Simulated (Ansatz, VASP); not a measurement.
# One calculation of Ba8Zn3N6O3 (a cell with a defect), two programs

```
Ba Zn N O
1.0
     4.06034    4.06034    0.00000
     4.06034   -8.12068    0.00000
     0.00000    0.00000   -9.08332
Ba Zn N O
8 3 6 3
Cartesian
  0.0000 0.0000 -6.9302
  4.1277 -4.1277 -6.9593
  3.9930 0.0674 -6.9593
  0.0000 0.0000 -2.1531
  4.1277 -4.1277 -2.1240
  3.9930 0.0674 -2.1240
  6.1371 -2.0768 -4.5417
  1.9835 -1.9835 -4.5417
  2.0302 2.0302 -9.0833
  6.0587 -1.9983 -9.0833
  2.0620 -2.0620 -9.0833
  2.0302 2.0302 -1.7772
  6.0616 -2.0012 -1.8034
  2.0591 -2.0591 -1.8034
  2.0302 2.0302 -7.3061
  6.0616 -2.0012 -7.2799
  2.0591 -2.0591 -7.2799
  3.8024 -3.8024 -4.5417
  4.3182 -0.2579 -4.5417
  0.0000 0.0000 -4.5417
```

Change from the starting cell: Ba vacancy, atoms relaxed.

Alike in both runs: functional PBEsol; k mesh 4 × 4 × 4; occupations gaussian, width 0.05 eV; no spin polarisation.

Ansatz relaxed the structure, and its values are those at the end. VASP's run is a single point on that final structure, the one shown.

|  | VASP | Ansatz |
| --- | --- | --- |
| version | VASP 6.6.1 | Ansatz 0.2.0 |
| potentials or method | VASP PAW PBE potentials, release 64 (Ba_sv, Zn, N, O) | scalar-relativistic, plane waves, PAW |
| plane-wave cutoff (eV) | 520 | 420 |
| valence electrons in the cell | 164 | 164 |

Ansatz gave:

```
gap on the k mesh at the Fermi level (eV) : none
pressure (GPa)                            : -0.8
rms of the force components (eV/Å)        : 0.002
```

Task: What did VASP give for the same quantities?

Result: gap on the k mesh at the Fermi level (eV): none; pressure (GPa): 0.8; rms of the force components (eV/Å): 0.094.

A gap of «none» marks a metal or a gap that the smearing closes. Ansatz warned: «stress_scf_threshold_loose».

Caveats: the PAW data sets were made with another functional, which shifts forces and pressure a little (VASP). Spin-orbit coupling is left out, which matters for the levels of Ba.
